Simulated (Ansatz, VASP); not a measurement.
# Cross-check of VN (VN(001)) between VASP and Ansatz

One calculation is typed for both programs; each brings its own data sets and cutoff. How far apart do they land? The structure shown is the end of the VASP relaxation below.

Method: plane waves, with VASP 6.6.1 beside it; single point at PBEsol, in Ansatz 0.2.0.

In doubt: too few empty bands were carried, so the values of those runs are not to be relied on.

### Step 1. Set-up

The cell holds 10 atoms: 5 V and 5 N. Its edges and angles: a = 2.906 Å, b = 2.906 Å, c = 24.220 Å, α = 90.0°, β = 90.0°, γ = 90.0°. It derives from VN. Vacuum lies along c.

As a file:

```
V N
1.0
     2.90621    0.00000    0.00000
     0.00000    2.90621    0.00000
     0.00000    0.00000   24.22000
V N
5 5
Direct
  0.00000 0.00000 0.33961
  0.50000 0.50000 0.41644
  0.00000 0.00000 0.50000
  0.50000 0.50000 0.58356
  0.00000 0.00000 0.66039
  0.50000 0.50000 0.32889
  0.00000 0.00000 0.41687
  0.50000 0.50000 0.50000
  0.00000 0.00000 0.58313
  0.50000 0.50000 0.67111
```

### Step 2. VASP: relaxation, PBEsol

This run makes the geometry at which the two programs are then compared.

Lines of VASP's logs that name or quote its potential files are left out, and so is its time.

File INCAR:

```
SYSTEM = VN
PREC = Normal
ENCUT = 400
EDIFF = 1E-05
NELM = 120
ISMEAR = 1
SIGMA = 0.1
LREAL = .FALSE.
ALGO = Fast
GGA = PS
NBANDS = 55
LASPH = .TRUE.
LORBIT = 11
LWAVE = .FALSE.
LCHARG = .FALSE.
KPAR = 2
IBRION = 2
NSW = 80
ISIF = 2
EDIFFG = -0.04
POTIM = 0.4
MAXMIX = 40
IDIPOL = 3
LDIPOL = .TRUE.
DIPOL = 0.5 0.5 0.5
ISYM = 2
```

File POSCAR:

```
VN
1.0
    2.9062088710      0.0000000000      0.0000000000
    0.0000000000      2.9062088710      0.0000000000
    0.0000000000      0.0000000000     24.2200000000
V N
5 5
Direct
    0.0000000000      0.0000000000      0.3303055330
    0.5000000000      0.5000000000      0.4151527660
    0.0000000000      0.0000000000      0.5000000000
    0.5000000000      0.5000000000      0.5848472340
    0.0000000000      0.0000000000      0.6696944670
    0.5000000000      0.5000000000      0.3303055330
    0.0000000000      0.0000000000      0.4151527660
    0.5000000000      0.5000000000      0.5000000000
    0.0000000000      0.0000000000      0.5848472340
    0.5000000000      0.5000000000      0.6696944670
```

File KPOINTS:

```
Automatic mesh
0
Gamma
11 11 1
0 0 0
```

The projector-augmented-wave data sets are V_sv and N (PBE family, release 64).

Started as:

```console
$ mpirun -np 2 vasp_std
```

Numbers of over 12 decimals in the logs are rounded to 6 here.

The program printed:

```text
[banner, memory and clock lines left out]
running    2 mpi-ranks, on    1 nodes
 distrk:  each k-point on    1 cores,    2 groups
 distr:  one band on    1 cores,    1 groups

 POSCAR found type information on POSCAR V N
 POSCAR found :  2 types and      10 ions
|                                                                             |
|               ----> ADVICE to this user running VASP <----                  |
|                                                                             |
|     You enforced a specific xc type in the INCAR file but a different       |
|     [... a line on the potential file left out ...]
|     I HOPE YOU KNOW WHAT YOU ARE DOING!                                     |
|                                                                             |

 LDA part: xc-table for (Slater+PW92), standard interpolation
 POSCAR, INCAR and KPOINTS ok, starting setup
 FFT: planning ... GRIDC
 FFT: planning ... GRID_SOFT
 FFT: planning ... GRID
 WAVECAR not read
 entering main loop
       N       E                     dE             d eps       ncg     rms          rms(c)
DAV:   1     0.113177914478E+04    0.11318E+04   -0.49839E+04  2806   0.135E+03
DAV:   2    -0.146241111547E+02   -0.11464E+04   -0.11201E+04  2651   0.480E+02
DAV:   3    -0.124222657105E+03   -0.10960E+03   -0.10808E+03  3081   0.143E+02
DAV:   4    -0.128209325436E+03   -0.39867E+01   -0.39268E+01  2860   0.262E+01
DAV:   5    -0.128311527520E+03   -0.10220E+00   -0.10071E+00  2822   0.405E+00    0.651E+01
RMM:   6    -0.119702497748E+03    0.86090E+01   -0.29376E+02  2896   0.702E+01    0.357E+01
RMM:   7    -0.156409050335E+03   -0.36707E+02   -0.12775E+02  2598   0.481E+01    0.510E+01
RMM:   8    -0.105510397408E+03    0.50899E+02   -0.51260E+01  2359   0.347E+01    0.269E+01
RMM:   9    -0.109478214021E+03   -0.39678E+01   -0.22668E+01  2398   0.209E+01    0.307E+01
RMM:  10    -0.101515608122E+03    0.79626E+01   -0.10679E+01  2405   0.170E+01    0.831E+00
RMM:  11    -0.100954442891E+03    0.56117E+00   -0.34636E+00  2612   0.628E+00    0.443E+00
RMM:  12    -0.100934167482E+03    0.20275E-01   -0.18939E+00  2742   0.417E+00    0.195E+00
RMM:  13    -0.100974744517E+03   -0.40577E-01   -0.44590E-01  2891   0.145E+00    0.206E+00
RMM:  14    -0.100977071484E+03   -0.23270E-02   -0.12688E-01  2847   0.572E-01    0.203E+00
[...]
RMM:  28    -0.100944180038E+03    0.97204E-04   -0.23744E-04  2444   0.486E-02    0.258E-01
RMM:  29    -0.100944052011E+03    0.12803E-03   -0.24947E-04  2556   0.404E-02    0.199E-01
RMM:  30    -0.100944005911E+03    0.46100E-04   -0.14490E-04  2274   0.282E-02    0.158E-01
RMM:  31    -0.100943945551E+03    0.60359E-04   -0.13075E-04  2426   0.303E-02    0.114E-01
RMM:  32    -0.100943935293E+03    0.10259E-04   -0.48515E-05  1616   0.155E-02    0.954E-02
RMM:  33    -0.100943920116E+03    0.15177E-04   -0.38178E-05  1767   0.162E-02    0.721E-02
RMM:  34    -0.100943906830E+03    0.13285E-04   -0.20917E-05  1592   0.143E-02    0.508E-02
RMM:  35    -0.100943903839E+03    0.29910E-05   -0.59337E-06  1329   0.995E-03
   1 F= -.10094390E+03 E0= -.10094449E+03  d E =-.100944E+03
[... from here on, the cycles between the ionic steps are left out ...]
   7 F= -.10160954E+03 E0= -.10160894E+03  d E =-.750143E-01
   8 F= -.10160967E+03 E0= -.10160911E+03  d E =-.751474E-01
   9 F= -.10161987E+03 E0= -.10161916E+03  d E =-.101963E-01
  10 F= -.10162895E+03 E0= -.10162824E+03  d E =-.192796E-01
  11 F= -.10163551E+03 E0= -.10163469E+03  d E =-.656256E-02
  12 F= -.10163630E+03 E0= -.10163542E+03  d E =-.734684E-02
  13 F= -.10163762E+03 E0= -.10163665E+03  d E =-.132000E-02
  14 F= -.10163875E+03 E0= -.10163756E+03  d E =-.245374E-02
  15 F= -.10163877E+03 E0= -.10163761E+03  d E =-.247385E-02
 curvature:  -3.19 expect dE=-0.746E-03 dE for cont linesearch -0.117E-04
 ZBRENT: interpolating
 opt :   3.1355  next Energy=  -101.638779 (dE=-0.248E-02)
 bond charge predicted
       N       E                     dE             d eps       ncg     rms          rms(c)
DAV:   1    -0.101638729751E+03    0.32683E-04   -0.12344E-02  2698   0.110E+00    0.323E-02
RMM:   2    -0.101638772055E+03   -0.42304E-04   -0.52445E-04  2233   0.147E-01    0.706E-03
RMM:   3    -0.101638776918E+03   -0.48626E-05   -0.48491E-05  1665   0.427E-02
  16 F= -.10163878E+03 E0= -.10163761E+03  d E =-.247881E-02
 curvature:  -1.93 expect dE=-0.359E-03 dE for cont linesearch -0.102E-04
 trial: gam=-0.00870 g(F)=  0.186E-03 g(S)=  0.000E+00 ort =-0.136E-03 (trialstep = 0.142E+01)
 search vector abs. value=  0.189E-03
 reached required accuracy - stopping structural energy minimisation
```

From OUTCAR (step 2):

```text
ion  position               nearest neighbor table
   1  0.000  0.000  0.330-   7 2.05   6 2.06   6 2.06   6 2.06   6 2.06   2 2.91   2 2.91   2 2.91
                             2 2.91
   2  0.500  0.500  0.415-   6 2.05   7 2.06   7 2.06   7 2.06   7 2.06   8 2.06   1 2.91   1 2.91
                             1 2.91   1 2.91   3 2.91   3 2.91   3 2.91   3 2.91
   3  0.000  0.000  0.500-   8 2.06   8 2.06   8 2.06   8 2.06   9 2.06   7 2.06   4 2.91   4 2.91
                             2 2.91   4 2.91   2 2.91   2 2.91   4 2.91   2 2.91
   4  0.500  0.500  0.585-  10 2.05   9 2.06   9 2.06   9 2.06   9 2.06   8 2.06   5 2.91   5 2.91
                             5 2.91   5 2.91   3 2.91   3 2.91   3 2.91   3 2.91
   5  0.000  0.000  0.670-   9 2.05  10 2.06  10 2.06  10 2.06  10 2.06   4 2.91   4 2.91   4 2.91
                             4 2.91
   6  0.500  0.500  0.330-   2 2.05   1 2.06   1 2.06   1 2.06   1 2.06
   7  0.000  0.000  0.415-   1 2.05   2 2.06   2 2.06   2 2.06   2 2.06   3 2.06
   8  0.500  0.500  0.500-   3 2.06   3 2.06   3 2.06   3 2.06   4 2.06   2 2.06
   9  0.000  0.000  0.585-   5 2.05   4 2.06   4 2.06   4 2.06   4 2.06   3 2.06
  10  0.500  0.500  0.670-   4 2.05   5 2.06   5 2.06   5 2.06   5 2.06

  LATTYP: Found a simple tetragonal cell.
 ALAT       =     2.9062088710
 C/A-ratio  =     8.3338813812

 Subroutine GETGRP returns: Found 16 space group operations
 (whereof 16 operations were pure point group operations)

The static configuration has the point symmetry D_4h.

 Found     21 irreducible k-points:

   k-points           NKPTS =     21   k-points in BZ     NKDIM =     21   number of bands    NBANDS=     55

   dimension x,y,z NGX =    14 NGY =   14 NGZ =  120
   dimension x,y,z NGXF=    28 NGYF=   28 NGZF=  240

   ENCUT  =  400.0 eV  29.40 Ry    5.42 a.u.   4.74  4.74 39.50*2*pi/ulx,y,z

   NELECT =      90.0000    total number of electrons

 k-points in reciprocal lattice and weights: Automatic mesh
   0.00000000  0.00000000  0.00000000       0.008
   0.09090909  0.00000000  0.00000000       0.033
   0.18181818  0.00000000  0.00000000       0.033
   0.27272727  0.00000000  0.00000000       0.033
   0.36363636  0.00000000  0.00000000       0.033
   0.45454545  0.00000000  0.00000000       0.033
   0.09090909  0.09090909  0.00000000       0.033
   0.18181818  0.09090909  0.00000000       0.066
   0.27272727  0.09090909  0.00000000       0.066
[...]
0.45454545  0.36363636  0.00000000       0.066
   0.45454545  0.45454545  0.00000000       0.033

 dipolmoment           0.000000      0.000000     -0.000000 electrons x Angstroem

 average (electrostatic) potential at core
       1 -78.5687       2 -78.3836       3 -78.7475       4 -78.3836       5 -78.5687
       6 -66.5961       7 -67.6671       8 -67.2456       9 -67.6671      10 -66.5961

 E-fermi :   2.7757

 k-point     1 :       0.0000    0.0000    0.0000
  band No.  band energies     occupation
    ...
     49       2.4022      2.00000
     50       2.4610      2.00008
     51       2.7604      1.25499
     52       2.7604      1.25499
     53       2.7969      0.64968
     54       3.2764     -0.00000
     55       3.3826     -0.00000

 k-point     2 :       0.0909    0.0000    0.0000
  band No.  band energies     occupation
    ...
     46       1.4916      2.00000
     47       1.6298      2.00000
     48       2.2749      2.00000
     49       2.3086      2.00000
     50       2.7599      1.26428
     51       3.0540     -0.00060
     52       3.1504     -0.00000
     53       3.3944     -0.00000
     54       3.6675     -0.00000
     55       3.7364     -0.00000

 k-point     3 :       0.1818    0.0000    0.0000
  band No.  band energies     occupation
    ...
     45       1.6349      2.00000
     46       2.0651      2.00000
     47       2.1678      2.00000
     48       2.3108      2.00000
     49       2.4001      2.00000
     50       3.1084     -0.00003
     51       3.5132     -0.00000
     52       3.6796     -0.00000
     53       3.7107     -0.00000
     54       3.9285     -0.00000
    ...

  Total      -11.5509107    -11.5509107     -2.7270747      0.0000000      0.0000000      0.0000000
  in kB      -90.4688399    -90.4688399    -21.3589468      0.0000000      0.0000000      0.0000000
  external PRESSURE =     -67.4322089 kB  Pullay stress =       0.0000000 kB

  energy-cutoff  :      400.00
  volume of cell :      204.56
      direct lattice vectors                 reciprocal lattice vectors
     2.906208871  0.000000000  0.000000000     0.344090891  0.000000000  0.000000000
     0.000000000  2.906208871  0.000000000     0.000000000  0.344090891  0.000000000
     0.000000000  0.000000000 24.220000000     0.000000000  0.000000000  0.041288192

 POSITION                                       TOTAL-FORCE (eV/Angst)
 -----------------------------------------------------------------------------------
      0.00000      0.00000      8.22546         0.000000      0.000000     -0.005748
      1.45310      1.45310     10.08606         0.000000      0.000000      0.029530
      0.00000      0.00000     12.11000         0.000000      0.000000      0.000000
      1.45310      1.45310     14.13394        -0.000000      0.000000     -0.029530
      0.00000      0.00000     15.99454         0.000000      0.000000      0.005748
      1.45310      1.45310      7.96562         0.000000      0.000000     -0.038069
      0.00000      0.00000     10.09671        -0.000000     -0.000000      0.007757
      1.45310      1.45310     12.11000         0.000000      0.000000      0.000000
      0.00000      2.90621     14.12329         0.000000     -0.000000     -0.007757
      1.45310      1.45310     16.25438         0.000000     -0.000000      0.038069
 -----------------------------------------------------------------------------------
    total drift:                                0.000000     -0.000000     -0.000000

  FREE ENERGIE OF THE ION-ELECTRON SYSTEM (eV)
  ---------------------------------------------------
  free  energy   TOTEN  =      -101.6387769176 eV

  energy  without entropy=     -101.6352620880  energy(sigma->0) =     -101.63760531

 reached required accuracy - stopping structural energy minimisation

 vacuum level on the upper side and lower side of the slab         6.211         6.211

 total charge
# of ion       s       p       d       tot
------------------------------------------
    1        2.257   6.273   3.148  11.679
    2        2.243   6.294   3.238  11.775
    3        2.250   6.301   3.186  11.737
    4        2.243   6.294   3.238  11.775
    5        2.257   6.273   3.148  11.679
    6        1.257   2.366   0.000   3.623
    7        1.259   2.479   0.000   3.738
    8        1.253   2.466   0.000   3.719
    9        1.259   2.479   0.000   3.738
   10        1.257   2.366   0.000   3.623
--------------------------------------------------
tot         17.537  43.592  15.958  77.087

[... 3 further parts left out ...]
```

CONTCAR:

```
VN
   1.00000000000000
     2.9062088710000000    0.0000000000000000    0.0000000000000000
     0.0000000000000000    2.9062088710000000    0.0000000000000000
     0.0000000000000000    0.0000000000000000   24.2199999999999989
  V               N
     5     5
Direct
     0.0000000000000000    0.0000000000000000    0.3396142189031625
     0.5000000000000000    0.5000000000000000    0.4164353398328652
     0.0000000000000000    0.0000000000000000    0.5000000000000000
     0.5000000000000000    0.5000000000000000    0.5835646601671346
     0.0000000000000000    0.0000000000000000    0.6603857810968378
     0.5000000000000000    0.5000000000000000    0.3288860436524681
     0.0000000000000000    0.0000000000000000    0.4168748815508563
     0.5000000000000000    0.5000000000000000    0.5000000000000000
     0.0000000000000000    1.0000000000000000    0.5831251184491436
     0.5000000000000000    0.5000000000000000    0.6711139563475317
```

This run has no spin polarisation, although V can carry a moment.

(Part 1 of 2 ends here.)

[Lines on the potential files, build, host, timing and source positions are cut from VASP's logs without a mark.]

[Logs are printed without paths, hosts, clocks, repeated set-up lines and the standing remarks that a program may print on its own settings, such as how far it seeks lower states.]

[Hosts, paths, dates, database ids (printed as entryN), source tags and the programs' standing remarks are cut or masked in the printed files.]
